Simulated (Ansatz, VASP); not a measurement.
# B76C27 (random packing of B74C26) in two plane-wave programs

Aim: how closely do two programs agree when they are given the same cell, functional and k mesh? The cell is taken from a series of runs on this material, whose earlier steps may have relaxed, scaled, displaced or heated it; both programs get it as it stands.

Calculated with Ansatz 0.2.0; plane waves, with VASP 6.6.1 beside it; single point at PBE.

### 1. The structure

The cell holds 103 atoms: 76 B and 27 C. Its edges and angles: a = 9.542 Å, b = 9.542 Å, c = 9.542 Å, α = 90.0°, β = 90.0°, γ = 90.0°. As first built, before any earlier steps moved the atoms (in the runner's words): 103 atoms (76 B, 27 C) packed at random in a cube at 2.19 g/cm^3 and pushed apart as soft spheres; a start for melting by ab initio MD, not an equilibrated structure. Then every atom was moved at random, 0.05 A r.m.s. a Cartesian component (hydrogen 0.6 of that).

### 2. VASP: single point, PBE, pair 1

With cell and atoms fixed, the geometry can't cause a difference; cores, projectors, grids and the points listed under the comparison can.

Lines of VASP's logs that name or quote its potential files are left out, and so is its time.

INCAR reads:

```
SYSTEM = B76C27
PREC = Accurate
ENCUT = 600
EDIFF = 1E-06
NELM = 120
ISMEAR = -1
SIGMA = 0.05
LREAL = Auto
ALGO = Normal
GGA = PE
NBANDS = 240
LORBIT = 11
LWAVE = .FALSE.
LCHARG = .FALSE.
ISIF = 2
LASPH = .TRUE.
GGA_COMPAT = .FALSE.
NCORE = 2
```

POSCAR reads:

```
B76C27
1.0
    9.5421000000      0.0000000000      0.0000000000
    0.0000000000      9.5421000000      0.0000000000
    0.0000000000      0.0000000000      9.5421000000
B C
76 27
Direct
    0.4829400000      0.4980800000      0.1586900000
    0.6710500000      0.0478100000      0.0961900000
    0.7292000000      0.6045200000      0.1524900000
    0.6022700000      0.7202500000      0.2459000000
    0.8529900000      0.0879600000      0.9141800000
    0.3860000000      0.9797900000      0.9413600000
    0.0490800000      0.1585100000      0.3348400000
    0.2695200000      0.6463300000      0.1106300000
    0.1729800000      0.1551900000      0.0085600000
    0.6797500000      0.1295300000      0.3910000000
    0.5748300000      0.0329900000      0.7182600000
    0.2568800000      0.4999800000      0.5181200000
    0.4002300000      0.0199000000      0.2025800000
    0.4650000000      0.2148400000      0.3472500000
    0.9183600000      0.3277100000      0.9651200000
    0.2919700000      0.5507100000      0.2946500000
    0.8147900000      0.9475900000      0.5963700000
    0.9686000000      0.4847000000      0.4426200000
    0.3632600000      0.6538600000      0.7105400000
    0.7793000000      0.3131500000      0.8420200000
    0.8829000000      0.1841500000      0.0799000000
    0.3835700000      0.2856700000      0.9583000000
    0.5638800000      0.3429900000      0.2849400000
    0.4192000000      0.6986700000      0.2499900000
    0.1913100000      0.3211500000      0.5334500000
    0.0557500000      0.7716300000      0.3297400000
    0.2042600000      0.2836000000      0.7347600000
    0.2170200000      0.7215900000      0.8692000000
    0.4571800000      0.5665400000      0.5211800000
    0.2411400000      0.1197300000      0.2545100000
[... 67 atom lines left out ...]
    0.0396100000      0.2240200000      0.7966200000
    0.1473200000      0.6313100000      0.4637600000
    0.7188600000      0.7429700000      0.8470200000
    0.1892200000      0.0316300000      0.7327700000
    0.0690800000      0.8036300000      0.5638400000
    0.5544800000      0.5284000000      0.3587800000
```

KPOINTS reads:

```
Automatic mesh
0
Gamma
1 1 1
0 0 0
```

PAW data sets: B and C (PBE family, release 64).

Run with:

```bash
$ mpirun -np 8 vasp_gam
```

Numbers of over 12 decimals in the logs are rounded to 6 here.

The log of the run:

```text
[banner, memory and clock lines left out]
running    8 mpi-ranks, on    1 nodes
[...]
LDA part: xc-table for (Slater+PW92), standard interpolation
 POSCAR, INCAR and KPOINTS ok, starting setup
[...]
entering main loop
       N       E                     dE             d eps       ncg     rms          rms(c)
DAV:   1     0.197216281116E+04    0.19722E+04   -0.19128E+05   480   0.152E+03
DAV:   2    -0.322133975191E+03   -0.22943E+04   -0.21237E+04   600   0.303E+02
DAV:   3    -0.574812406266E+03   -0.25268E+03   -0.23747E+03   648   0.832E+01
DAV:   4    -0.586080007263E+03   -0.11268E+02   -0.10915E+02   624   0.165E+01
[...]
DAV:  16    -0.566027747070E+03   -0.59779E-05   -0.61006E-05   592   0.166E-02    0.150E-02
DAV:  17    -0.566027748518E+03   -0.14477E-05   -0.15551E-05   584   0.877E-03    0.674E-03
DAV:  18    -0.566027748613E+03   -0.95361E-07   -0.45134E-06   512   0.441E-03
   1 F= -.56602775E+03 E0= -.56586218E+03  d E =-.331129E+00
```

From OUTCAR (step 2):

```text
  FREE ENERGIE OF THE ION-ELECTRON SYSTEM (eV)
  ---------------------------------------------------
  free  energy   TOTEN  =      -566.0277486134 eV

  energy  without entropy=     -565.6966199363  energy(sigma->0) =     -565.86218427

[... 1 further part left out ...]
```

The gap is under twice the smearing width, so the edge states are partly filled and the run can't tell a small gap from a semimetal.

### 3. Ansatz: single point, PBE, pair 1

Ansatz runs on its default PAW (the set named soft_2) files.

The same cell, functional, mesh and smearing now go to Ansatz, which takes its cutoff from its data sets.

input.yaml reads:

```yaml
crystal:
  lattice:
    - [9.5421, 0.0, 0.0]
    - [0.0, 9.5421, 0.0]
    - [0.0, 0.0, 9.5421]
  atoms:
    - { symbol: B, position: [0.48294, 0.49808, 0.15869] }
    - { symbol: B, position: [0.67105, 0.04781, 0.09619] }
    - { symbol: B, position: [0.7292, 0.60452, 0.15249] }
    - { symbol: B, position: [0.60227, 0.72025, 0.2459] }
    - { symbol: B, position: [0.85299, 0.08796, 0.91418] }
    - { symbol: B, position: [0.386, 0.97979, 0.94136] }
    - { symbol: B, position: [0.04908, 0.15851, 0.33484] }
    - { symbol: B, position: [0.26952, 0.64633, 0.11063] }
    - { symbol: B, position: [0.17298, 0.15519, 0.00856] }
    - { symbol: B, position: [0.67975, 0.12953, 0.391] }
    - { symbol: B, position: [0.57483, 0.03299, 0.71826] }
    - { symbol: B, position: [0.25688, 0.49998, 0.51812] }
    - { symbol: B, position: [0.40023, 0.0199, 0.20258] }
    - { symbol: B, position: [0.465, 0.21484, 0.34725] }
    - { symbol: B, position: [0.91836, 0.32771, 0.96512] }
    - { symbol: B, position: [0.29197, 0.55071, 0.29465] }
    - { symbol: B, position: [0.81479, 0.94759, 0.59637] }
    - { symbol: B, position: [0.9686, 0.4847, 0.44262] }
    - { symbol: B, position: [0.36326, 0.65386, 0.71054] }
    - { symbol: B, position: [0.7793, 0.31315, 0.84202] }
    - { symbol: B, position: [0.8829, 0.18415, 0.0799] }
    - { symbol: B, position: [0.38357, 0.28567, 0.9583] }
    - { symbol: B, position: [0.56388, 0.34299, 0.28494] }
    - { symbol: B, position: [0.4192, 0.69867, 0.24999] }
    - { symbol: B, position: [0.19131, 0.32115, 0.53345] }
    - { symbol: B, position: [0.05575, 0.77163, 0.32974] }
    - { symbol: B, position: [0.20426, 0.2836, 0.73476] }
    - { symbol: B, position: [0.21702, 0.72159, 0.8692] }
    - { symbol: B, position: [0.45718, 0.56654, 0.52118] }
    - { symbol: B, position: [0.24114, 0.11973, 0.25451] }
[... 67 atom lines left out ...]
    - { symbol: C, position: [0.03961, 0.22402, 0.79662] }
    - { symbol: C, position: [0.14732, 0.63131, 0.46376] }
    - { symbol: C, position: [0.71886, 0.74297, 0.84702] }
    - { symbol: C, position: [0.18922, 0.03163, 0.73277] }
    - { symbol: C, position: [0.06908, 0.80363, 0.56384] }
    - { symbol: C, position: [0.55448, 0.5284, 0.35878] }
kpoints:
  mp_grid: { grid: [1, 1, 1] }
hamiltonian:
  xc: pbe
scf:
  occupations: { method: fermi_dirac, width: 0.05 }
output:
  forces: true
  eigenvalues: true
  populations: true
  stress: true
```

Run with:

```bash
$ ansatz run input.yaml --threads 4 --pin off --max-ram 15872MiB --backend cpu --events-out ev --progress --plain --runs-dir out
```

The log of the run:

```text
Engine: ansatz 0.2.0, aarch64-unknown-linux-gnu
Pseudopotentials: kind: paw
Pseudopotential: B, paw, valence charge 3, recommended cutoff 420 eV (normal), B.paw.azcp
Pseudopotential: C, paw, valence charge 4, recommended cutoff 420 eV (normal), C.paw.azcp
Functional definition: PBE
  parameter kappa = 0.804
  parameter beta = 0.066725
  exchange = pbe_x(kappa = kappa, mu = beta*pi^2/3)
  correlation = pbe_c(beta = beta)
Crystal: 103 atoms, lattice volume = 868.824 Å³
Basis set: ecut = 420 eV, 17071 PW (Γ), exchange–correlation on 128×128×128 points (8 copies of the dense FFT grid, shifted against one another)
Bands: 271, of which v1, the nominal top of the filled ones, is band 168 counted from 1 (167 counted from 0)
Symmetry: 1 space group operations
Space group: P1 (ITA 1), of the structure as read, at distance tolerance 9.5e-5 Å
k-points: 1
Non-local potential: B, projectors of the file, l = 0: 2, l = 1: 2, l = 2: 1
Non-local potential: C, projectors of the file, l = 0: 2, l = 1: 2, l = 2: 1
PAW form: soft (Blöchl's): semilocal exchange-correlation on the pseudo side does not see the compensation charge
PAW one-centre angular grid: B, 110 points (default); XC on 64 Gauss nodes
PAW one-centre angular grid: C, 110 points (default); XC on 64 Gauss nodes
Initial density: superposition of atomic densities (neutral atoms: chi_scale 0, normalization atom), corrected by the library's trained network
Initial wavefunctions: pseudopotential atomic-orbital guess
Functional: x = pbe(κ = 0.804, μ = 0.219515), c = pbe(β = 0.066725)
SCF iter   1: F=—  HF=-18432.355196 eV  |F-HF|=—  |Δ(HF+E_count)|=         —  Δρ=1.19e-2  dr2=3.58e0  ethr=1.77e-3  ⟨swp⟩=5.0  Hψ=1073  notcnv=0  defer=65
preconditioner: auto → Kerker (q_TF=auto, 2.329 Å⁻¹)  [metal: Δε(μ)=0.056 eV  Ē_g=9.556 eV  σ=0.050 eV  W_gap=0.27  n_scr=178 (ndim 8)  ℏωp=23.1 eV  f_vac=0.000  D(μ)=34.87/eV (n_scr^D=256)]
SCF iter   2: F=—  HF=-18432.098226 eV  |F-HF|=—  |Δ(HF+E_count)|=   2.57e-1  Δρ=6.52e-3  dr2=1.26e0  ethr=1.06e-3  ⟨swp⟩=1.0  Hψ=312  notcnv=0  defer=65
SCF iter   3: F=—  HF=-18431.965045 eV  |F-HF|=—  |Δ(HF+E_count)|=   1.33e-1  Δρ=9.95e-4  dr2=1.62e-2  ethr=3.74e-4  ⟨swp⟩=3.0  Hψ=325  notcnv=0  defer=65
SCF iter   4: F=—  HF=-18431.963724 eV  |F-HF|=—  |Δ(HF+E_count)|=   1.32e-3  Δρ=2.20e-4  dr2=1.56e-3  ethr=4.82e-6  ⟨swp⟩=3.0  Hψ=360  notcnv=0  defer=65
SCF iter   5: F=—  HF=-18431.963686 eV  |F-HF|=—  |Δ(HF+E_count)|=   3.84e-5  Δρ=7.36e-5  dr2=8.64e-5  ethr=4.63e-7  ⟨swp⟩=3.0  Hψ=295  notcnv=0  defer=65
SCF iter   6: F=—  HF=-18431.964478 eV  |F-HF|=—  |Δ(HF+E_count)|=   7.92e-4  Δρ=2.25e-5  dr2=9.49e-6  ethr=2.57e-8  ⟨swp⟩=3.0  Hψ=445  notcnv=0  defer=73
SCF iter   7: F=—  HF=-18431.964480 eV  |F-HF|=—  |Δ(HF+E_count)|=   2.62e-6  Δρ=7.08e-6  dr2=9.54e-7  ethr=2.82e-9  ⟨swp⟩=2.0  Hψ=340  notcnv=0  defer=73
SCF iter   8: F=-18431.964481 eV  HF=-18431.964481 eV  |F-HF|=5.49e-9  |Δ(HF+E_count)|=   2.77e-7  Δρ=2.32e-6  dr2=8.78e-8  ethr=2.98e-11  ⟨swp⟩=13.0  Hψ=1355  notcnv=0
SCF 1 converged in 8 iterations: F = -18431.964481 eV  dr2 = 8.78e-8
  greatest PAW one-centre occupation: 0.727 electrons in one spin orbital (limit 2), on the C atom at site 80 (counted from 0), in its partial waves of l = 0
SCF converged after 8 iterations
Free energy (F): -18431.964481 eV
Harris-Foulkes:  -18431.964481 eV  (|F-HF|=5.49e-9)
Internal energy: -18431.633030 eV  (E = F + TS)
E sigma→0 (E₀):  -18431.798755 eV
Entropy (-TS):   -0.331451 eV (-3.218 meV/atom)
Fermi energy:    8.114840 eV
--- Per-component energies (eV) ---
  E_band       = 547.375173
  E_kinetic    = 5525.397984
  E_local      = -4553.581516  (includes V_loc(G=0)·N_el)
  E_nonlocal   = 1652.704193
  E_hartree    = 1269.461406
  E_xc         = -3574.541480
  E_vxc        = -4292.323243  (∫ρ·V_xc dr)
  E_paw        = -8600.840058  (= ΣΔE_a)
  E_vpaw       = -323.741780  (= ΣTr[D̂ρ^β])
  E_aug_tail   = -0.000063  (compensation charges beyond the density's cutoff)
  E_ewald      = -10150.233496
  E_smearing   = -0.331451  (= −TS)
  E_closure    = 0.000000  (closes the sum)
  Σ components = -18431.964481   (vs F -18431.964481, Δ=0.00e0)
--- Forces (eV/Å), atoms counted from 1 ---
  atom   1  B      0.00142502     0.95213133     1.05096544
  atom   2  B     -1.17805769     1.87790018    -0.05220519
  atom   3  B      0.14587515    -0.22853748    -0.05179544
  atom   4  B      1.26363354    -2.98642460     1.11700445
  atom   5  B      0.83819097    -0.75212533     0.12961028
  atom   6  B      0.32917131     0.11607282    -0.93173921
  atom   7  B     -0.96131542     2.12681406    -1.10113351
  atom   8  B      0.70629327     0.37230189    -1.67040819
  atom   9  B     -0.46132291     0.57170546     1.47594299
  atom  10  B     -0.19693955    -1.29268696    -0.52143416
  atom  11  B     -0.71145417    -0.17476682     1.32144952
  atom  12  B      1.12752906     0.32638999    -1.03866607
[...]
atom  37  B     -1.17462502     0.59601343    -1.00983455
  atom  38  B      0.74954633    -0.54648946     0.81339808
  atom  39  B      1.17090489     2.14772749     2.10572505
  atom  40  B     -0.65739751     1.88374347    -0.20429541
  atom  41  B     -0.56873428     0.70177914     1.38232517
  atom  42  B      1.68871329    -0.99541340    -0.46034169
  atom  43  B     -0.31622515    -2.04499672    -1.41567109
  atom  44  B      0.13200459    -1.46430601    -0.01423976
  atom  45  B      3.16986978    -3.77910967    -0.12511580
  atom  46  B     -1.11950420    -0.29006919     0.26241466
  atom  47  B      1.04329893    -0.15579091    -0.12839390
  atom  48  B      1.35820209     2.21053453    -0.27053656
[...]
atom  96  C     -0.65220940     0.53972618     1.12717589
  atom  97  C      1.99297794     3.18443705    -1.37403955
  atom  98  C      2.72782677     1.75554166     0.53923546
  atom  99  C      0.66613434    -0.64056624     0.35426310
  atom 100  C      1.84887732     2.17912965    -2.15937646
  atom 101  C      0.18180218    -0.24710729    -1.69686303
  atom 102  C      0.10612588    -3.23174292     0.13582474
  atom 103  C     -0.18969483    -1.54418532     1.21894975
  max |Σ_I F_I| component: 7.59e-5 eV/Å
--- Stress (GPa, compression-positive) ---
      -18.174545       3.034104      -1.196757
        3.034104     -20.787460       3.374607
       -1.196757       3.374606     -25.706228
  P = ⅓ Tr σ = -21.5561 GPa (-215.561 kbar)
--- Band table (eV) ---
  k-point 0: bands = [... 164 lower, 7.9418, 8.0135, 8.0448, 8.0868, 8.1282, 8.2002, 8.2282, 8.2866, ... 99 higher]
--- Löwdin populations: 103 sites ---
  site symbol       q [e]
     0      B      2.8318
     1      B      2.9277
     2      B      2.8737
     3      B      3.0774
     4      B      2.9143
     5      B      2.8851
     6      B      2.8785
     7      B      2.9208
     8      B      2.9165
     9      B      2.8922
    10      B      3.0303
    11      B      2.9603
    12      B      2.8956
    13      B      2.9031
    14      B      2.8631
    15      B      2.8570
    16      B      2.9666
    17      B      2.9375
    18      B      3.0032
    19      B      2.9942
    20      B      2.9870
    21      B      3.0301
    22      B      3.0017
    23      B      2.9842
[...]
95      C      4.0420
    96      C      4.1739
    97      C      4.1619
    98      C      4.0647
    99      C      4.1193
   100      C      4.1081
   101      C      4.1283
   102      C      4.0947
  spilling = 0.006002 (of n_electrons = 336.000000)
```

The run ends at a pressure of -21.56 GPa, with forces up to 5.7 eV/Å.

### 4. Side by side

Known differences besides the potentials themselves: the cutoff is 420 eV in Ansatz and 600 eV in VASP (PREC = Accurate, projectors in real space). Total energies have different zeros and are not compared.

Compared:

```
      quantity  Ansatz    VASP  difference
pressure (GPa)  -21.56  -21.61       +0.05
```

Forces on 10 of the 103 atoms, those with the largest forces and the largest differences (eV/Å; atoms numbered as in POSCAR):

```
atom          Ansatz x, y, z            VASP x, y, z
 B17  -0.181, -2.318, -0.426  -0.202, -2.342, -0.439
 B41    -0.569, 0.702, 1.382    -0.588, 0.699, 1.410
 B45   3.170, -3.779, -0.125   3.176, -3.790, -0.126
 B49    -4.394, 3.532, 0.446    -4.402, 3.539, 0.448
 B53    -2.316, 1.335, 3.397    -2.324, 1.339, 3.403
 B74    1.293, 1.592, -4.185    1.297, 1.608, -4.196
 B76    -0.749, 3.701, 0.333    -0.750, 3.707, 0.329
 C84   2.240, -1.153, -2.675   2.249, -1.148, -2.673
 C96    -0.652, 0.540, 1.127    -0.636, 0.542, 1.153
 C97    1.993, 3.184, -1.374    1.990, 3.180, -1.366
```

The forces differ by 6.9 meV/Å r.m.s., which is 0.5 % of the r.m.s. force of 1.349 eV/Å (both taken over all components).

(Part 1 of 2 ends here.)

[Lines on the potential files, build, host, timing and source positions are cut from VASP's logs without a mark.]

[Logs are printed without paths, hosts, clocks, repeated set-up lines and the standing remarks that a program may print on its own settings, such as how far it seeks lower states.]

[Hosts, paths, dates, database ids (printed as entryN), source tags and the programs' standing remarks are cut or masked in the printed files.]
